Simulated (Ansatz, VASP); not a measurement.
## PbC in two plane-wave programs

Aim: how closely do two programs agree when they are given the same cell, functional and k mesh? The cell is generated by rule, not measured, and may not be a known phase. The cell is taken from a series of runs on this material, whose earlier steps may have relaxed, scaled, displaced or heated it; both programs get it as it stands.

Method: plane waves, with VASP 6.6.1 beside it; relaxation of cell and atoms at PBEsol, in Ansatz 0.2.0.

The structure was built from a prototype and need not be the compound's stable phase.

## (1) The starting structure

It takes space group Pm-3m (No. 221, cubic). The conventional cell has a = 3.209 Å, b = 3.209 Å, c = 3.209 Å, α = 90.00°, β = 90.00°, γ = 90.00°. Nearest to Pb lie 8 C at 2.78 Å. Nearest to C lie 8 Pb at 2.78 Å. Farther neighbours are not listed.

Coordinates:

```xyz
2
Lattice="3.2091 0.0000 0.0000 0.0000 3.2091 0.0000 0.0000 0.0000 3.2091" Properties=species:S:1:pos:R:3 pbc="T T T"
Pb    0.0000    0.0000    0.0000
C     1.6045    1.6045    1.6045
```

## (2) VASP: relaxation of cell and atoms, PBEsol

The relaxed volume is the usual yardstick between codes: in a stiff, nearly cubic crystal its relative difference is about their pressure difference at one cell divided by the bulk modulus.

Lines of VASP's logs that name or quote its potential files are left out, and so is its time.

File INCAR:

```
SYSTEM = PbC
PREC = Accurate
ENCUT = 600
EDIFF = 1E-07
NELM = 120
ISMEAR = 0
SIGMA = 0.1
LREAL = .FALSE.
ALGO = Normal
GGA = PS
NBANDS = 15
LORBIT = 11
LWAVE = .FALSE.
LCHARG = .FALSE.
ISIF = 3
IBRION = 2
NSW = 80
EDIFFG = -0.005
LASPH = .TRUE.
GGA_COMPAT = .FALSE.
NELMIN = 4
KPAR = 2
```

File POSCAR:

```
PbC
1.0
    3.2090920000      0.0000000000      0.0000000000
    0.0000000000      3.2090920000      0.0000000000
    0.0000000000      0.0000000000      3.2090920000
Pb C
1 1
Direct
    0.0000000000      0.0000000000      0.0000000000
    0.5000000000      0.5000000000      0.5000000000
```

File KPOINTS:

```
Automatic mesh
0
Gamma
14 14 14
0 0 0
```

Potentials, in the order of the species: Pb_d and C (PBE family, release 64).

The run is started by

```bash
$ mpirun -np 2 vasp_std
```

Numbers of over 12 decimals in the logs are rounded to 6 here.

Output:

```text
[banner, memory and clock lines left out]
running    2 mpi-ranks, on    1 nodes
 distrk:  each k-point on    1 cores,    2 groups
 distr:  one band on    1 cores,    1 groups

 POSCAR found type information on POSCAR PbC
 POSCAR found :  2 types and       2 ions
|                                                                             |
|               ----> ADVICE to this user running VASP <----                  |
|                                                                             |
|     You enforced a specific xc type in the INCAR file but a different       |
|     [... a line on the potential file left out ...]
|     I HOPE YOU KNOW WHAT YOU ARE DOING!                                     |
|                                                                             |

 LDA part: xc-table for (Slater+PW92), standard interpolation
 POSCAR, INCAR and KPOINTS ok, starting setup
 FFT: planning ... GRIDC
 FFT: planning ... GRID_SOFT
 FFT: planning ... GRID
 WAVECAR not read
 entering main loop
       N       E                     dE             d eps       ncg     rms          rms(c)
DAV:   1     0.137709040203E+03    0.13771E+03   -0.99817E+03  3623   0.158E+03
DAV:   2    -0.180519698366E+01   -0.13951E+03   -0.13417E+03  4055   0.362E+02
DAV:   3    -0.934948748276E+01   -0.75443E+01   -0.73130E+01  4531   0.834E+01
DAV:   4    -0.952353717942E+01   -0.17405E+00   -0.17377E+00  4277   0.132E+01
DAV:   5    -0.952954177235E+01   -0.60046E-02   -0.60044E-02  5029   0.241E+00    0.278E+00
DAV:   6    -0.913167949877E+01    0.39786E+00   -0.12474E+00  5710   0.121E+01    0.921E-01
DAV:   7    -0.912634915743E+01    0.53303E-02   -0.78561E-02  3831   0.184E+00    0.591E-01
DAV:   8    -0.912115391829E+01    0.51952E-02   -0.22186E-02  4174   0.105E+00    0.253E-01
DAV:   9    -0.911992578632E+01    0.12281E-02   -0.37532E-03  4498   0.386E-01    0.491E-02
DAV:  10    -0.911994930120E+01   -0.23515E-04   -0.22665E-04  4427   0.132E-01    0.194E-02
DAV:  11    -0.911994615921E+01    0.31420E-05   -0.15851E-05  4859   0.285E-02    0.304E-03
DAV:  12    -0.911994587490E+01    0.28431E-06   -0.14042E-06  4251   0.783E-03    0.147E-03
DAV:  13    -0.911994577845E+01    0.96451E-07   -0.67443E-08  3174   0.181E-03
   1 F= -.91199458E+01 E0= -.91169807E+01  d E =-.911995E+01
 curvature:   0.00 expect dE= 0.000E+00 dE for cont linesearch  0.000E+00
 trial: gam= 0.00000 g(F)=  0.000E+00 g(S)=  0.130E-02 ort = 0.000E+00 (trialstep = 0.100E+01)
 search vector abs. value=  0.130E-02
 bond charge predicted
       N       E                     dE             d eps       ncg     rms          rms(c)
DAV:   1    -0.913574101497E+01   -0.15795E-01   -0.46588E-01  4503   0.135E+01    0.651E-01
DAV:   2    -0.912251132802E+01    0.13230E-01   -0.25274E-02  4531   0.334E+00    0.248E-01
DAV:   3    -0.912035130557E+01    0.21600E-02   -0.83531E-03  4695   0.174E+00    0.250E-02
DAV:   4    -0.912036136830E+01   -0.10063E-04   -0.14753E-04  3831   0.125E-01    0.165E-02
DAV:   5    -0.912036095805E+01    0.41025E-06   -0.41091E-05  4320   0.504E-02    0.388E-03
DAV:   6    -0.912035994989E+01    0.10082E-05   -0.29147E-06  5448   0.183E-02    0.233E-03
DAV:   7    -0.912036092959E+01   -0.97970E-06   -0.15267E-06  4086   0.861E-03    0.232E-04
DAV:   8    -0.912036097717E+01   -0.47579E-07   -0.36023E-08  3123   0.177E-03
   2 F= -.91203610E+01 E0= -.91172986E+01  d E =-.415199E-03
 trial-energy change:   -0.000415  1 .order   -0.000422   -0.001296    0.000453
 step:   0.7367(harm=  0.7411)  dis= 0.00000  next Energy=    -9.120421 (dE=-0.475E-03)
 bond charge predicted
       N       E                     dE             d eps       ncg     rms          rms(c)
DAV:   1    -0.912148928295E+01   -0.11284E-02   -0.31954E-02  4545   0.348E+00    0.172E-01
DAV:   2    -0.912056381719E+01    0.92547E-03   -0.17461E-03  4510   0.891E-01    0.652E-02
DAV:   3    -0.912041626218E+01    0.14756E-03   -0.57077E-04  4671   0.458E-01    0.648E-03
DAV:   4    -0.912041809777E+01   -0.18356E-05   -0.10158E-05  3803   0.324E-02    0.432E-03
DAV:   5    -0.912042037649E+01   -0.22787E-05   -0.28826E-06  4380   0.133E-02    0.104E-03
DAV:   6    -0.912042065925E+01   -0.28277E-06   -0.18192E-07  3987   0.501E-03    0.607E-04
DAV:   7    -0.912042029399E+01    0.36526E-06   -0.96763E-08  2930   0.323E-03    0.757E-05
DAV:   8    -0.912042028433E+01    0.96600E-08   -0.14512E-08  2185   0.146E-03
   3 F= -.91204203E+01 E0= -.91173866E+01  d E =-.474506E-03
 curvature:  -0.37 expect dE=-0.238E-07 dE for cont linesearch -0.238E-07
 trial: gam=-0.00698 g(F)=  0.115E-66 g(S)=  0.641E-07 ort = 0.912E-05 (trialstep = 0.947E+00)
 search vector abs. value=  0.103E-09
 reached required accuracy - stopping structural energy minimisation
```

From OUTCAR (step 2):

```text
ion  position               nearest neighbor table
   1  0.000  0.000  0.000-   2 2.78   2 2.78   2 2.78   2 2.78   2 2.78   2 2.78   2 2.78   2 2.78

  LATTYP: Found a simple cubic cell.
 ALAT       =     3.2090920000

 Subroutine GETGRP returns: Found 48 space group operations
 (whereof 48 operations were pure point group operations)

The static configuration has the point symmetry O_h .

 Found    120 irreducible k-points:

   k-points           NKPTS =    120   k-points in BZ     NKDIM =    120   number of bands    NBANDS=     15

   dimension x,y,z NGX =    28 NGY =   28 NGZ =   28
   dimension x,y,z NGXF=    56 NGYF=   56 NGZF=   56

   ENCUT  =  600.0 eV  44.10 Ry    6.64 a.u.   6.41  6.41  6.41*2*pi/ulx,y,z

   NELECT =      18.0000    total number of electrons

 k-points in reciprocal lattice and weights: Automatic mesh
   0.00000000  0.00000000  0.00000000       0.000
   0.07142857  0.00000000  0.00000000       0.002
   0.14285714  0.00000000  0.00000000       0.002
   0.21428571  0.00000000  0.00000000       0.002
   0.28571429  0.00000000  0.00000000       0.002
   0.35714286  0.00000000  0.00000000       0.002
   0.42857143  0.00000000  0.00000000       0.002
   0.50000000  0.00000000  0.00000000       0.001
   0.07142857  0.07142857  0.00000000       0.004
[...]
0.50000000  0.50000000  0.42857143       0.002
   0.50000000  0.50000000  0.50000000       0.000

 average (electrostatic) potential at core
       1 -88.9093       2 -47.7046

 E-fermi :   7.8906

 k-point     1 :       0.0000    0.0000    0.0000
  band No.  band energies     occupation
    ...
      6      -5.8523      2.00000
      7       4.0509      2.00000
      8       7.1616      2.00000
      9       7.1616      2.00000
     10       7.1616      2.00000
     11      15.9379      0.00000
     12      15.9379      0.00000
     13      17.3243      0.00000
     14      17.3243      0.00000
     15      17.3243      0.00000

 k-point     2 :       0.0714    0.0000    0.0000
  band No.  band energies     occupation
    ...
      6      -5.7776      2.00000
      7       3.7863      2.00000
      8       7.2254      2.00000
      9       7.2254      2.00000
     10       7.2518      2.00000
     11      15.6288      0.00000
     12      15.9709      0.00000
     13      17.2085      0.00000
     14      17.2085      0.00000
     15      17.6585      0.00000

 k-point     3 :       0.1429    0.0000    0.0000
  band No.  band energies     occupation
    ...
      6      -5.5523      2.00000
      7       3.0922      2.00000
      8       7.4104      2.00000
      9       7.4104      2.00000
     10       7.4762      2.00000
     11      14.8682      0.00000
     12      16.0690      0.00000
     13      16.8674      0.00000
     14      16.8674      0.00000
     15      18.5272      0.00000

  Total        0.0009414      0.0009414      0.0009414     -0.0000000      0.0000000      0.0000000
  in kB        0.0453142      0.0453142      0.0453142     -0.0000000      0.0000000      0.0000000
  external PRESSURE =       0.0453142 kB  Pullay stress =       0.0000000 kB

  energy-cutoff  :      600.00
  volume of cell :       33.28
      direct lattice vectors                 reciprocal lattice vectors
     3.216725107  0.000000000  0.000000000     0.310875181 -0.000000000 -0.000000000
     0.000000000  3.216725107 -0.000000000    -0.000000000  0.310875181  0.000000000
     0.000000000 -0.000000000  3.216725107    -0.000000000  0.000000000  0.310875181

 POSITION                                       TOTAL-FORCE (eV/Angst)
 -----------------------------------------------------------------------------------
      0.00000      0.00000      0.00000         0.000000     -0.000000      0.000000
      1.60836      1.60836      1.60836        -0.000000      0.000000      0.000000
 -----------------------------------------------------------------------------------
    total drift:                                0.000000      0.000000      0.000000

  FREE ENERGIE OF THE ION-ELECTRON SYSTEM (eV)
  ---------------------------------------------------
  free  energy   TOTEN  =        -9.1204202843 eV

  energy  without entropy=       -9.1143529586  energy(sigma->0) =       -9.11738662

 reached required accuracy - stopping structural energy minimisation

 total charge
# of ion       s       p       d       tot
------------------------------------------
    1        1.383   0.688   9.864  11.935
    2        0.988   1.103   0.000   2.091
--------------------------------------------------
tot          2.371   1.791   9.864  14.026

[... 3 further parts left out ...]
```

## (3) Ansatz: relaxation of cell and atoms, PBEsol

Ansatz runs on its default PAW (the set named soft_2) files.

The same cell, functional, mesh and smearing now go to Ansatz, which takes its cutoff from its data sets.

File input.yaml:

```yaml
crystal:
  lattice:
    - [3.209091671, 0.0, 0.0]
    - [0.0, 3.209091671, 0.0]
    - [0.0, 0.0, 3.209091671]
  atoms:
    - { symbol: Pb, position: [0.0, 0.0, 0.0] }
    - { symbol: C, position: [0.5, 0.5, 0.5] }
kpoints:
  mp_grid: { grid: [14, 14, 14] }
hamiltonian:
  xc: pbesol
scf:
  occupations: { method: gaussian, width: 0.1 }
output:
  forces: true
  stress: true
  eigenvalues: true
relax:
  adjacent_minimum: "off"
  f_tol: 0.005
  max_steps: 80
  cell: { stress_tol: 0.05 }
```

The run is started by

```bash
$ ansatz run input.yaml --threads 8 --pin off --max-ram 14336MiB --backend cpu --events-out ev --progress --plain --runs-dir out
```

Output:

```text
Engine: ansatz 0.2.0, x86_64-unknown-linux-gnu
Pseudopotentials: kind: paw
Pseudopotential: Pb, paw, valence charge 14, recommended cutoff 420 eV (normal), Pb.paw.azcp
Pseudopotential: C, paw, valence charge 4, recommended cutoff 420 eV (normal), C.paw.azcp
Functional definition: PBEsol
  exchange = pbesol_x
  correlation = pbesol_c
Crystal: 2 atoms, lattice volume = 33.048 Å³
Basis set: ecut = 420 eV, 619 PW (Γ), exchange–correlation on 48×48×48 points (8 copies of the dense FFT grid, shifted against one another)
Bands: 13, of which v1, the nominal top of the filled ones, is band 9 counted from 1 (8 counted from 0)
Symmetry: 48 space group operations
Space group: Pm-3m (ITA 221), of the structure as read, at distance tolerance 3.2e-5 Å
k-points: 120 of 2744
Non-local potential: Pb, projectors of the file, l = 0: 2, l = 1: 2, l = 2: 2, l = 3: 2
Non-local potential: C, projectors of the file, l = 0: 2, l = 1: 2, l = 2: 1
PAW form: soft (Blöchl's): semilocal exchange-correlation on the pseudo side does not see the compensation charge
PAW frozen core: Pb, regenerated for the run's functional, and the local potential with it (the file was generated under x = pbe(κ = 0.804, μ = 0.219515), c = pbe(β = 0.066725))
PAW frozen core: C, regenerated for the run's functional, and the local potential with it (the file was generated under x = pbe(κ = 0.804, μ = 0.219515), c = pbe(β = 0.066725))
PAW one-centre angular grid: Pb, 590 points (default); XC on 64 Gauss nodes
PAW one-centre angular grid: C, 110 points (default); XC on 64 Gauss nodes
Initial density: superposition of atomic densities (neutral atoms: chi_scale 0, normalization atom), corrected by the library's trained network
Initial wavefunctions: pseudopotential atomic-orbital guess
Functional: x = pbesol(κ = 0.804, μ = 0.123457), c = pbesol(β = 0.046)
SCF iter   1: F=—  HF=-11997.109984 eV  |F-HF|=—  |Δ(HF+E_count)|=         —  Δρ=8.51e-3  dr2=3.65e-2  ethr=1.77e-3  ⟨swp⟩=5.6  Hψ=20154  notcnv=0  defer=104
automatic band count: the SCF goes on with 17 bands, as 13 were too few: the levels above may hold too much charge
preconditioner: auto → none  [metal: Δε(μ)=0.052 eV  Ē_g=20.917 eV  σ=0.100 eV  W_gap=0.27  n_scr=6 (ndim 8)  ℏωp=27.4 eV  f_vac=0.000  D(μ)=1.18/eV (n_scr^D=6)  sad-step TF]
SCF iter   2: F=—  HF=-11997.104930 eV  |F-HF|=—  |Δ(HF+E_count)|=   5.05e-3  Δρ=6.37e-3  dr2=2.13e-2  ethr=2.03e-4  ⟨swp⟩=1.0  Hψ=3002  notcnv=0  defer=145
SCF iter   3: F=—  HF=-11997.099655 eV  |F-HF|=—  |Δ(HF+E_count)|=   5.28e-3  Δρ=1.30e-3  dr2=9.37e-4  ethr=1.18e-4  ⟨swp⟩=1.1  Hψ=1776  notcnv=0  defer=145
SCF iter   4: F=—  HF=-11997.099544 eV  |F-HF|=—  |Δ(HF+E_count)|=   1.11e-4  Δρ=8.22e-4  dr2=1.89e-4  ethr=5.20e-6  ⟨swp⟩=2.3  Hψ=2799  notcnv=0  defer=145
SCF iter   5: F=—  HF=-11997.099447 eV  |F-HF|=—  |Δ(HF+E_count)|=   9.67e-5  Δρ=9.71e-5  dr2=2.72e-6  ethr=1.05e-6  ⟨swp⟩=2.0  Hψ=2648  notcnv=0  defer=145
SCF iter   6: F=—  HF=-11997.099449 eV  |F-HF|=—  |Δ(HF+E_count)|=   2.23e-6  Δρ=5.80e-6  dr2=9.51e-9  ethr=5.56e-10  ⟨swp⟩=8.7  Hψ=12605  notcnv=0
SCF iter   7: F=-11997.099449 eV  HF=-11997.099449 eV  |F-HF|=4.73e-11  |Δ(HF+E_count)|=   2.01e-9  Δρ=6.80e-7  dr2=7.55e-11  ethr=5.29e-11  ⟨swp⟩=1.7  Hψ=5489  notcnv=0
SCF 1 converged in 7 iterations: F = -11997.099449 eV  dr2 = 7.55e-11
  greatest PAW one-centre occupation: 0.980 electrons in one spin orbital (limit 2), on the Pb atom at site 0 (counted from 0), in its partial waves of l = 2
relax step   1: F+E_penalty+E_count = -11997.09944923 eV  Δ(F+E_penalty+E_count) = +0.000e0 eV  max|allowed force component| = 1.643e-29 eV/Å  Δτ_max = 0.0000 Å  P = +0.605 GPa  Ω = 33.048 Å³  (7 SCF iters, dr2 threshold 1.00e-7 eV, accepted)
[...]
relax step   2: F+E_penalty+E_count = -11997.09817503 eV  Δ(F+E_penalty+E_count) = +1.274e-3 eV  max|allowed force component| = 8.546e-31 eV/Å  Δτ_max = 0.0000 Å  P = -0.964 GPa  Ω = 33.634 Å³  energy of the carried Pulay correction = -5.638e-4 eV  (6 SCF iters, dr2 threshold 2.00e-7 eV, rejected (line search))
[...]
relax step   3: F+E_penalty+E_count = -11997.09964203 eV  Δ(F+E_penalty+E_count) = -1.928e-4 eV  max|allowed force component| = 4.109e-31 eV/Å  Δτ_max = 0.0000 Å  P = -0.014 GPa  Ω = 33.272 Å³  energy of the carried Pulay correction = -2.162e-4 eV  (7 SCF iters, accepted)
[...]
relax step   4: F+E_penalty+E_count = -11997.09986664 eV  Δ(F+E_penalty+E_count) = -2.246e-4 eV  max|allowed force component| = 2.958e-31 eV/Å  Δτ_max = 0.0000 Å  P = -0.006 GPa  Ω = 33.272 Å³  stress off target by 6.15e-3 GPa  SCF on the basis re-selected at this cell (its energy is not comparable with the rows above)  (8 SCF iters)
basis re-selected at this cell: Δ(F+E_penalty+E_count) = -2.246e-4 eV, ΔP = +0.008 GPa vs the last step (what re-selecting the basis moved, of the pressure what is left beyond the Pulay correction that the steps carried, after the strain that the cell walked since its last selection, with what the two solves' SCF thresholds leave and, on support functions, any second-order correction that the steps lacked; it is no m [...]
SCF converged after 8 iterations
Free energy (F): -11997.099867 eV
Harris-Foulkes:  -11997.099867 eV  (|F-HF|=1.82e-12)
Internal energy: -11997.093845 eV  (E = F + TS)
E sigma→0 (E₀):  -11997.096856 eV
Entropy (-TS):   -0.006022 eV (-3.011 meV/atom)
Fermi energy:    11.866317 eV
--- Per-component energies (eV) ---
  E_band       = 5.369754
  E_kinetic    = 367.879076
  E_local      = -954.128024  (includes V_loc(G=0)·N_el)
  E_nonlocal   = 380.683904
  E_hartree    = 370.529558
  E_xc         = -264.634017
  E_vxc        = -189.345276  (∫ρ·V_xc dr)
  E_paw        = -10349.956784  (= ΣΔE_a)
  E_vpaw       = -340.779092  (= ΣTr[D̂ρ^β])
  E_aug_tail   = 0.000049  (compensation charges beyond the density's cutoff)
  E_ewald      = -1547.550825
  E_core_change = 0.083217  (= ΣΔE_core)
  E_smearing   = -0.006022  (= −TS)
  E_closure    = 0.000000  (closes the sum)
  Σ components = -11997.099867   (vs F -11997.099867, Δ=0.00e0)
--- Forces (eV/Å), atoms counted from 1 ---
  atom   1  Pb    -0.00000000     0.00000000    -0.00000000
  atom   2  C     -0.00000000     0.00000000     0.00000000
  max |Σ_I F_I| component: 4.60e-31 eV/Å
--- Stress (GPa, compression-positive) ---
       -0.006148      -0.000000       0.000000
       -0.000000      -0.006148       0.000000
        0.000000       0.000000      -0.006148
  P = ⅓ Tr σ = -0.0061 GPa (-0.061 kbar)
--- Band table (eV; the first three rows and the last of 120) ---
  k-point 0: bands = [... 5 lower, -1.8745, 8.0343, 11.1364, 11.1364, 11.1364, 19.9139, 19.9139, 21.3061, ... 4 higher]
  k-point 1: bands = [... 5 lower, -1.7998, 7.7690, 11.1996, 11.1996, 11.2267, 19.6065, 19.9467, 21.1895, ... 4 higher]
  k-point 2: bands = [... 5 lower, -1.5744, 7.0738, 11.3846, 11.3846, 11.4521, 18.8470, 20.0441, 20.8479, ... 4 higher]
  k-point 119: bands = [... 5 lower, 3.9536, 7.8742, 10.4474, 10.4474, 10.4474, 11.6416, 11.6416, 11.6416, ... 4 higher]
--- Relaxed structure (3 steps of the walk, 2 accepted, 1 SCFs on fresh bases) ---
  F+E_penalty+E_count = -11997.09986664 eV   max|allowed force component| = 2.958e-31 eV/Å   (the final SCF, on the basis selected at the relaxed cell)
  cell:  # Å, volume = 33.2717 Å³
    - [3.216314, 0, 0.0]
    - [0, 3.216314, 0.0]
    - [0.0, 0.0, 3.216314]
  atoms:
    - { symbol: Pb, position: [0, 0, 0] }
    - { symbol: C, position: [0.5, 0.5, 0.5] }
```

## (4) Comparison

Known differences besides the potentials themselves: the cutoff is 420 eV in Ansatz and 600 eV in VASP; Ansatz makes its cores anew for this functional, VASP keeps those of its PBE data sets; Ansatz adds a Pulay correction to the stress that steers its cell, VASP none. Total energies have different zeros and are not compared.

The two programs side by side:

| quantity | Ansatz | VASP | difference |
| --- | --- | --- | --- |
| volume (Å³) | 33.27 | 33.28 | -0.04 % |
| edge a after relaxation, in the typed setting (Å) | 3.216 | 3.217 | -0.01 % |

## (5) Summary of results

| Property | Result |
| --- | --- |
| difference in volume (relaxation of cell and atoms, PBEsol) | -0.038 % |

**Reading.** The difference in volume is -0.038 % (relaxation of cell and atoms, PBEsol), within the 1.2 % picked in this series as the mark of a large difference, as far as the stopping tolerances let one tell. 1 further run of this series is not shown here. Such differences can come from data sets, numerical settings and the points named under the comparisons, not from the functional's error against experiment.

[Lines on the potential files, build, host, timing and source positions are cut from VASP's logs without a mark.]

[Logs are printed without paths, hosts, clocks, repeated set-up lines and the standing remarks that a program may print on its own settings, such as how far it seeks lower states.]

[Hosts, paths, dates, database ids (printed as entryN), source tags and the programs' standing remarks are cut or masked in the printed files.]
